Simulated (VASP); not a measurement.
Here is the system:

```
CELL_PARAMETERS angstrom
      4.67020     0.00000     0.00000
      0.00000     4.67020     0.00000
      0.00000     0.00000    28.21990
ATOMIC_POSITIONS crystal
  K  0.00000 0.50000 0.32523
  K  0.50000 0.00000 0.44132
  K  0.00000 0.50000 0.55868
  K  0.50000 0.00000 0.67477
  Br 0.00000 0.50000 0.44117
  Br 0.50000 0.00000 0.32380
  Br 0.00000 0.50000 0.67620
  Br 0.50000 0.00000 0.55883
```

Computed with r2SCAN meta-GGA, VASP's PBE PAW potentials (set 64) (plane waves; VASP 6.6.1). Numerical set-up: PREC = Normal, 400 eV cut-off, 5×5×1 Γ-centred mesh, Gaussian smearing of 0.050 eV, potentials K_sv Br.

**Question.** Predict the energy per atom (σ→0), band gap (on the k-mesh) with the smallest direct gap where there is one.

**Answer.** 
band gap (on the k-mesh): 5.11 eV
smallest direct gap (on the k-mesh): 5.11 eV
energy per atom (σ→0): -11.578 eV/atom

Only differences to runs with the same potentials and settings are physical.

The cell is a thin slab with vacuum, built from KBr (rock salt): (100) face.
